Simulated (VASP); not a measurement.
# NaTlP2 (R-3m) in VASP: notebook

The runs below take NaTlP2 through single point, relaxation of cell and atoms, with PBE.

Program: VASP 6.6.1. These are calculated values, not measurements. Logs are shortened: lines on timing, memory, paths and dates and some standing lists are left out, and cuts for length are marked.

**1. The structure**

It takes space group R-3m (No. 166, trigonal). Conventional cell: a = 3.727 Å, b = 3.727 Å, c = 23.210 Å, α = 90.00°, β = 90.00°, γ = 120.00°. Around P (site symmetry 3m) lie 3 Tl at 2.76 Å and 3 Na at 3.03 Å. Around Na (site symmetry -3m) lie 6 P at 3.03 Å. Around Tl (site symmetry -3m) lie 6 P at 2.76 Å.

The cell was built by a generator and needn't be a form met in nature.

**2. Single point, PBE**

Contents of INCAR:

```
  PREC = Accurate
  ENCUT = 520
  EDIFF = 1E-6
  ISMEAR = -1
  SIGMA = 0.1
  LREAL = False
  LASPH = True
  NELM = 80
  ALGO = Fast
  ISIF = 2
  LWAVE = False
  LCHARG = False
  GGA = PE
  NBANDS = 23
```

Contents of KPOINTS:

```
Automatic mesh
0
Gamma
  7 7 7
```

Contents of POSCAR:

```
NaTlP2
1.0
    1.8636279960      3.2278983754     -0.0000000895
   -1.8636279960      3.2278983754     -0.0000000895
    0.0000000000     -2.1519320357      7.7365944812
P Na Tl
2 1 1
Direct
    0.2585532639      0.2585532639      0.7756597917
    0.7414467361      0.7414467361      0.2243402083
    0.5000000000      0.5000000000      0.5000000000
    0.0000000000      0.0000000000      0.0000000000
```

Potentials or basis: VASP PAW PBE potentials, release 64 (P, Na_pv, Tl_d).

The run is started by

```sh
$ cat potpaw_PBE.64/P/POTCAR potpaw_PBE.64/Na_pv/POTCAR potpaw_PBE.64/Tl_d/POTCAR > POTCAR
$ mpirun -np 1 vasp_std > vasp.out
```

OUTCAR:

```text
PREC = Accurate
   ENCUT = 520
   EDIFF = 1E-6
   ISMEAR = -1
   LREAL = False
   LASPH = True
   NELM = 80
   ISIF = 2
   GGA = PE

 ion  position               nearest neighbor table
   1  0.259  0.259  0.776-   4 2.76   4 2.76   4 2.76
   2  0.741  0.741  0.224-   4 2.76   4 2.76   4 2.76
   3  0.500  0.500  0.500-
   4  0.000  0.000  0.000-   1 2.76   2 2.76   2 2.76   2 2.76   1 2.76   1 2.76

  LATTYP: Found a trigonal (rhomboedric) cell.
 ALAT       =     8.0302992256
 COS(alpha) =     0.8922828161

  Lattice vectors:

 A1 = (  -1.8636279960,   1.0759663397,   7.7365943917)
 A2 = (   0.0000000000,  -2.1519320357,   7.7365944812)
 A3 = (   1.8636279960,   1.0759663397,   7.7365943917)

Analysis of symmetry for initial positions (statically):
=====================================================================
 Subroutine PRICEL returns:
 Original cell was already a primitive cell.

 Routine SETGRP: Setting up the symmetry group for a
 trigonal (rhombohedral) supercell.

 Subroutine GETGRP returns: Found 12 space group operations
 (whereof 12 operations were pure point group operations)
 out of a pool of 12 trial point group operations.

The static configuration has the point symmetry D_3d.

Analysis of symmetry for dynamics (positions and initial velocities):
=====================================================================
 Subroutine PRICEL returns:
 Original cell was already a primitive cell.

 Routine SETGRP: Setting up the symmetry group for a
 trigonal (rhombohedral) supercell.

 Subroutine GETGRP returns: Found 12 space group operations
 (whereof 12 operations were pure point group operations)
 out of a pool of 12 trial point group operations.

The dynamic configuration has the point symmetry D_3d.

 Subroutine INISYM returns: Found 12 space group operations
 (whereof 12 operations are pure point group operations),
 and found     1 'primitive' translations

----------------------------------------------------------------------------------------

                                     Primitive cell

  volume of cell :      93.0805

  direct lattice vectors                    reciprocal lattice vectors
     1.863627996  3.227898375 -0.000000090     0.268293888  0.154899549  0.043085275
    -1.863627996  3.227898375 -0.000000090    -0.268293888  0.154899549  0.043085275
     0.000000000 -2.151932036  7.736594481     0.000000000  0.000000004  0.129255839

  length of vectors
[... 86 lines left out ...]
   EDIFF  = 0.1E-05   stopping-criterion for ELM
   LREAL  =      F    real-space projection
   EDIFFG = 0.1E-04   stopping-criterion for IOM
   NSW    =      0    number of steps for IOM
   IBRION =     -1    ionic relax: 0-MD 1-quasi-New 2-CG
   NFREE  =      0    steps in history (QN), initial steepest desc. (CG)
   ISIF   =      2    stress and relaxation
   ISYM   =      2    0-nonsym 1-usesym 2-fastsym
   POTIM  = 0.5000    time-step for ionic-motion
   TEBEG  =    0.0;   TEEND  =   0.0 temperature during run
   PSTRESS=    0.0 pullay stress
   NELECT =      30.0000    total number of electrons
   NUPDOWN=      -1.0000    fix difference up-down
   EMIN   =  10.00;   EMAX   =-10.00  energy-range for DOS
   EFERMI =   0.00;   METHOD = LEGACY
   ISMEAR =    -1;   SIGMA  =   0.10  broadening in eV -4-tet -1-fermi 0-gaus
   EFERMI_NEDOS =   21; number of points for ismear=-14 and -15
   IALGO  =     68    algorithm
   IMIX   =      4    mixing-type and parameters
     AMIX     =   0.40;   BMIX     =  1.00
     AMIX_MAG =   1.60;   BMIX_MAG =  1.00
  volume/ion in A,a.u.               =      23.27       157.03
  Fermi-wavevector in a.u.,A,eV,Ry     =   1.122438  2.121100 17.141526  1.259867
  Thomas-Fermi vector in A             =   2.259098
   LORBIT       =      0    0 simple, 1 ext, 2 COOP (PROOUT), +10 PAW based schemes
   GGA     = PE    functional components
   LHFCALC =     F    Hartree Fock is set to
   AEXX    =    0.0000 exact exchange contribution
   IVDW    =     0    specifies the selected vdW correction
   LEPSILON=     F    determine dielectric tensor
   LRPA    =     F    only Hartree local field effects (RPA)
 non-spin polarized calculation
 RMM-DIIS sequential band-by-band and
  energy-cutoff  :      520.00
  volume of cell :       93.08
 maximum number of plane-waves:      2526
   NGX = 13   NGY = 13   NGZ = 29

 number of electron      30.0000006 magnetization

 Free energy of the ion-electron system (eV)
  ---------------------------------------------------
  ext. energy  EPLUGINS =         0.00000000
  ---------------------------------------------------
  free energy    TOTEN  =       -12.90893548 eV

  energy without entropy =      -12.82275600  energy(sigma->0) =      -12.86584574

 E-fermi :   4.0812     XC(G=0):  -9.2889

 val. band max:        4.0047470039   @ k =   0.4286   0.1429   0.1429
 cond. band min:       4.0874447458   @ k =   0.1429  -0.0000   0.1429
 fundamental gap:      0.0826977419
 Fermi energy:         4.0812090417

 k-point     1 :       0.0000    0.0000    0.0000
  band No.  band energies     occupation
      1     -19.4223      2.00000
      2     -19.4223      2.00000
      3     -19.4092      2.00000
      4      -7.5051      2.00000
      5      -7.0969      2.00000
      6      -7.0969      2.00000
[... 613 lines left out ...]
     22      11.0831      0.00000
     23      11.9306      0.00000

 [... further k-points ...]

------------------------ aborting loop because EDIFF is reached ----------------------------------------

  FORCE on cell =-STRESS in cart. coord.  units (eV):
  Direction    XX          YY          ZZ          XY          YZ          ZX
  --------------------------------------------------------------------------------------
  -------------------------------------------------------------------------------------
  Total       -0.0349596     -0.0349596     -0.0341495     -0.0000000      0.0000000      0.0000000
  in kB       -0.6017528     -0.6017528     -0.5878091     -0.0000000      0.0000000      0.0000000
  external PRESSURE =      -0.5971049 kB  Pullay stress =       0.0000000 kB

 VOLUME and BASIS-vectors are now :
 -----------------------------------------------------------------------------
  energy-cutoff  :      520.00
  volume of cell :       93.08
      direct lattice vectors                 reciprocal lattice vectors
     1.863627996  3.227898375 -0.000000090     0.268293888  0.154899549  0.043085275
    -1.863627996  3.227898375 -0.000000090    -0.268293888  0.154899549  0.043085275
     0.000000000 -2.151932036  7.736594481     0.000000000  0.000000004  0.129255839

 POSITION                                       TOTAL-FORCE (eV/Angst)
 -----------------------------------------------------------------------------------
      0.00000      0.00000      6.00097         0.000000      0.000000      0.008471
      0.00000      4.30386      1.73563         0.000000     -0.000000     -0.008471
      0.00000      2.15193      3.86830        -0.000000      0.000000     -0.000000
      0.00000      0.00000      0.00000        -0.000000     -0.000000     -0.000000
 -----------------------------------------------------------------------------------
    total drift:                                0.000000      0.000000      0.000000

  FREE ENERGIE OF THE ION-ELECTRON SYSTEM (eV)
  ---------------------------------------------------
  free  energy   TOTEN  =       -12.9089354802 eV

  energy  without entropy=      -12.8227559988  energy(sigma->0) =      -12.86584574
```

OSZICAR:

```text
N       E                     dE             d eps       ncg     rms          rms(c)
DAV:   1     0.189790304222E+03    0.18979E+03   -0.14262E+04  2024   0.124E+03
DAV:   2    -0.209722445458E+01   -0.19189E+03   -0.18218E+03  2110   0.314E+02
DAV:   3    -0.129694109021E+02   -0.10872E+02   -0.10589E+02  2582   0.696E+01
DAV:   4    -0.132163810597E+02   -0.24697E+00   -0.24603E+00  2333   0.105E+01
DAV:   5    -0.132230720492E+02   -0.66910E-02   -0.66901E-02  2754   0.177E+00    0.815E+00
RMM:   6    -0.129348615352E+02    0.28821E+00   -0.47037E-01  2102   0.324E+00    0.580E+00
RMM:   7    -0.129162634229E+02    0.18598E-01   -0.22914E-01  2147   0.218E+00    0.146E+00
RMM:   8    -0.129088527452E+02    0.74107E-02   -0.27437E-02  2340   0.104E+00    0.142E-01
RMM:   9    -0.129087998877E+02    0.52857E-04   -0.26563E-03  2774   0.372E-01    0.779E-02
RMM:  10    -0.129089033469E+02   -0.10346E-03   -0.80065E-04  3138   0.209E-01    0.552E-02
RMM:  11    -0.129089328621E+02   -0.29515E-04   -0.17707E-04  3228   0.903E-02    0.167E-02
RMM:  12    -0.129089349476E+02   -0.20855E-05   -0.32384E-05  2875   0.378E-02    0.488E-03
RMM:  13    -0.129089354802E+02   -0.53254E-06   -0.44971E-06  2405   0.146E-02
   1 F= -.12908935E+02 E0= -.12865846E+02  d E =-.861795E-01
```

Run time: 41 s. Hardware: 1 thread of Intel Xeon 6975P-C (Granite Rapids), shared host; peak memory 0.26 GiB.

What came out:

```yaml
Free_energy: -12.9089 eV
Pressure: -0.1 GPa
Largest_force: 0.008 eV/Å
Band_gap_on_the_k_mesh: none (metal or under the smearing width)
```

Forces on the atoms (eV/Å):
```
P    0.000  0.000  0.008
P    0.000  0.000 -0.008
Na   0.000  0.000  0.000
Tl   0.000  0.000  0.000
```

Spin-orbit coupling is left out, which matters for the levels of Tl.

**3. Relaxation of cell and atoms, PBE**

This run uses another cell than the first one, of 17.43 Å³/atom, 0.749 times its volume.

Contents of INCAR:

```
ALGO = Normal
EDIFF = 1E-6
EDIFFG = -0.01
ENCUT = 600
GGA = PE
IBRION = 2
ISIF = 3
ISMEAR = -1
LASPH = T
LCHARG = F
LREAL = F
LWAVE = F
NELM = 60
NSW = 60
PREC = Accurate
SIGMA = 0.1
```

Contents of KPOINTS:

```
k-points
0
Gamma
  7 7 7
```

Contents of POSCAR:

```
NaTlP2
1.0
    1.8301950000      3.1699850000      0.0000000000
   -1.8301950000      3.1699850000      0.0000000000
    0.0000000000     -2.1133230000      6.0095950000
P Na Tl
2 1 1
Direct
    0.2500000000      0.2500000000      0.7500000000
    0.7500000000      0.7500000000      0.2500000000
    0.5000000000      0.5000000000      0.5000000000
    0.0000000000      0.0000000000      0.0000000000
```

Potentials or basis: VASP PAW PBE potentials, release 64 (P, Na_pv, Tl_d).

The run is started by

```sh
$ cat potpaw_PBE.64/P/POTCAR potpaw_PBE.64/Na_pv/POTCAR potpaw_PBE.64/Tl_d/POTCAR > POTCAR
$ mpirun -np 1 vasp_std > vasp.out
```

It took 8.5 min on 1 thread of Intel Xeon 6975P-C (Granite Rapids), shared host; peak memory 0.27 GiB.

It converged, with:

```yaml
Free_energy: -12.9014 eV
Relaxed_volume: 23.26 Å³/atom
Relaxed_cell: a = 3.732 Å, b = 3.732 Å, c = 8.010 Å, α = 103.47°, β = 103.47°, γ = 60.00°
Space_group_after_relaxing_to_0.05_Å: R-3m (No. 166)
Energy_gained_by_relaxing: 331.8 meV/atom
Ionic_steps: 24
Pressure_after_relaxing: 0.0 GPa
Largest_force_after_relaxing: 0.006 eV/Å
Band_gap_on_the_k_mesh: none (metal or under the smearing width)
```

Forces on the atoms (eV/Å):
```
P    0.000  0.000  0.006
P    0.000  0.000 -0.006
Na   0.000  0.000  0.000
Tl   0.000  0.000  0.000
```

Step by step:
```tsv
step	energy change (eV)	largest force (eV/Å)	pressure (GPa)	volume (Å³)
1	0.0000	0.0189	22.33	69.73
2	-1.0609	0.7923	-2.77	97.24
3	-1.1241	0.7194	0.24	89.89
4	-1.1245	0.7277	-0.08	90.48
5	-1.1706	0.5744	-0.08	90.92
6	-1.2339	0.0822	0.18	92.19
7	-1.2341	0.0522	0.20	92.27
8	-1.2418	0.0555	0.01	92.93
9	-1.2584	0.0422	-0.46	94.87
10	-1.2606	0.0665	-1.19	98.58
11	-1.2647	0.0095	-0.86	96.81
12	-1.2701	0.0588	-0.53	96.30
13	-1.2739	0.1558	0.07	95.41
14	-1.2763	0.1406	0.06	95.36
15	-1.2826	0.0987	-0.01	95.20
16	-1.2952	0.0591	-0.11	94.80
17	-1.3251	0.0778	-0.43	93.69
18	-1.3252	0.0538	0.18	92.18
19	-1.3266	0.0647	-0.12	92.91
20	-1.3271	0.0248	0.03	92.77
21	-1.3271	0.0208	0.05	92.75
22	-1.3271	0.0186	0.06	92.75
23	-1.3272	0.0125	0.01	92.89
24	-1.3272	0.0056	-0.04	93.04
```

Final structure:
```cif
data_structure
_symmetry_space_group_name_H-M 'P 1'
_symmetry_Int_Tables_number 1
_cell_length_a 3.7317
_cell_length_b 3.7317
_cell_length_c 8.0102
_cell_angle_alpha 103.470
_cell_angle_beta 103.470
_cell_angle_gamma 60.000
_cell_volume 93.04
loop_
_atom_site_label
_atom_site_type_symbol
_atom_site_fract_x
_atom_site_fract_y
_atom_site_fract_z
_atom_site_occupancy
P1 P 0.25855 0.25855 0.77564 1
P2 P 0.74145 0.74145 0.22436 1
Na1 Na 0.50000 0.50000 0.50000 1
Tl1 Tl 0.00000 0.00000 0.00000 1
```

Levels at points of the mesh, in eV from the Fermi level:
```tsv
k point	band 13	band 14	band 15	band 16	band 17	band 18
(0.00, 0.00, 0.00)	0.73	0.73	1.20	1.20	1.21	4.66
```

Caveat: the volume moved by over 15 % at a fixed basis, so the end points are rough. The run has no spin-orbit coupling, so splittings on Tl are missing.
